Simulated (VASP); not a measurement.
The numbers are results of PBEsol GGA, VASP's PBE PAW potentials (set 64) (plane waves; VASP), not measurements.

VASP input:

File KPOINTS:
```
Automatic mesh
0
Gamma
5 5 5
0 0 0
```

**POSCAR**
```
Sr3SbN
1
    5.1949700000     0.0000000000     0.0000000000
    0.0000000000     5.1949700000     0.0000000000
    0.0000000000     0.0000000000     5.1949700000
Sr Sb N
3 1 1
Direct
  0.0063560000   0.4983600000   0.5100170000
  0.4974420000   0.0099300000   0.5001340000
  0.4934520000   0.4962860000  -0.0009750000
 -0.0031640000  -0.0005270000  -0.0067330000
  0.5059140000   0.4959520000   0.4975570000
```

**INCAR**
```
ALGO = Normal
EDIFF = 1E-6
ENCUT = 400
GGA = PS
ISIF = 2
ISMEAR = -1
LASPH = .TRUE.
LCHARG = .FALSE.
LMAXMIX = 4
LREAL = .FALSE.
LWAVE = .FALSE.
NELM = 100
PREC = Accurate
SIGMA = 0.02
SYSTEM = Sr3SbN
```

POTCAR, in this order: Sr_sv Sb N (PBE.64 set). Program: vasp_std.

Question: What will the output report for the number of irreducible k-points (NKPTS), largest plane-wave count, number of space-group operations, FFT grid (NGX, NGY, NGZ)?

Answer: 
| Item | Result |
|---|---|
| number of irreducible k-points (NKPTS) | 63 |
| largest plane-wave count | 2569 |
| number of space-group operations | 1 |
| FFT grid (NGX, NGY, NGZ) | 36 × 36 × 36 |

The structure comes from a computed database's Sr3SbN entry; how it stands against other phases isn't given here. The cell was not relaxed at this level, atoms are displaced from their ideal sites.
